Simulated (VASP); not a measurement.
Set up this calculation in VASP 6.6.1, as the native input.

| Item | Value |
| --- | --- |
| Task | band structure |
| Functional | PBE |
| Potentials or basis | VASP PAW PBE potentials, release 64 (Ni, Mo_sv, Pd, Ir, W_sv) |
| Cutoff | 520 eV |
| k mesh | 11 × 11 × 3 |
| Occupations | fermi-dirac, width 0.05 eV |
| Spin | collinear spin, ferromagnetic start |
| Starting moments | [1.0, 1.0, 0.0, 0.6, 0.0] μB |
| Further INCAR settings | ALGO = Normal; EDIFF = 1e-07; NBANDS = 40 |

The structure of NiMoIrPdW lies in POSCAR:

```
NiMoIrPdW
1.0
    2.3446000000     -1.4313800000      0.0090600000
    2.3446000000      1.4313800000      0.0090600000
   -2.2060000000      0.0000000000     10.9237400000
Ni Mo Pd Ir W
1 1 1 1 1
Direct
    0.4983800000      0.4983800000      0.2952500000
    0.3177300000      0.3177300000      0.9120700000
    0.2473300000      0.2473300000      0.4906100000
    0.7498200000      0.7498200000      0.1080200000
    0.6867300000      0.6867300000      0.6940600000
```

The cell was built by a generator and needn't be a form met in nature.

One way to write it, as run:

INCAR

```
PREC = Accurate
ENCUT = 520
EDIFF = 1E-7
ISMEAR = -1
SIGMA = 0.05
LREAL = F
LASPH = T
NELM = 150
ALGO = Normal
ISIF = 2
LWAVE = F
LCHARG = F
ISPIN = 2
MAGMOM = 1 1 0 0.6 0
LORBIT = 11
LMAXMIX = 4
GGA = PE
NBANDS = 40
KPAR = 4
```

KPOINTS

```
regular mesh
0
Gamma
  11 11 3
```

KPOINTS_OPT

```
path GYFLI,I1ZF1,YX1,XGN,MG
15
line-mode
reciprocal
 0.0000000000  0.0000000000  0.0000000000  G
-0.5000000000 -0.5000000000  0.0000000000  Y

-0.5000000000 -0.5000000000  0.0000000000  Y
-0.5016370980 -0.5016370980  0.0400768515  F

-0.5016370980 -0.5016370980  0.0400768515  F
-0.5000000000 -0.5000000000  0.5000000000  L

-0.5000000000 -0.5000000000  0.5000000000  L
-0.6610839512 -0.3389160488  0.5000000000  I

-0.3389160488  0.3389160488  0.5000000000  I1
 0.0000000000  0.0000000000  0.5000000000  Z

 0.0000000000  0.0000000000  0.5000000000  Z
-0.4983629020 -0.4983629020  0.9599231485  F1

-0.5000000000 -0.5000000000  0.0000000000  Y
-0.6531734193 -0.3468265807  0.0000000000  X1

-0.3468265807  0.3468265807  0.0000000000  X
 0.0000000000  0.0000000000  0.0000000000  G

 0.0000000000  0.0000000000  0.0000000000  G
-0.5000000000  0.0000000000  0.0000000000  N

-0.5000000000  0.0000000000  0.5000000000  M
 0.0000000000  0.0000000000  0.0000000000  G
```

Potentials or basis: VASP PAW PBE potentials, release 64 (Ni, Mo_sv, Pd, Ir, W_sv).

The run is started by

```console
$ cat potpaw_PBE.64/Ni/POTCAR potpaw_PBE.64/Mo_sv/POTCAR potpaw_PBE.64/Pd/POTCAR potpaw_PBE.64/Ir/POTCAR potpaw_PBE.64/W_sv/POTCAR > POTCAR
$ mpirun -np 4 vasp_std > vasp.out
```

Results of the run:

```yaml
Pressure: 0.3 GPa
Largest_force: 0.087 eV/Å
Band_gap_along_the_path: none (metal or under the smearing width)
Net_moment: 0.00 μB per cell
Valence_electrons_inside_the_program's_atomic_spheres: Ni 9.13; Mo 12.53; Pd 9.56; Ir 8.34; W 12.04
```

Caveat: spin-orbit coupling is left out, which moves the levels of the heavy elements.

Run time: 3.9 min on 4 MPI ranks on AMD EPYC 9R45 96-Core Processor (Zen 5) (shared host), peak memory 0.86 GiB a rank.
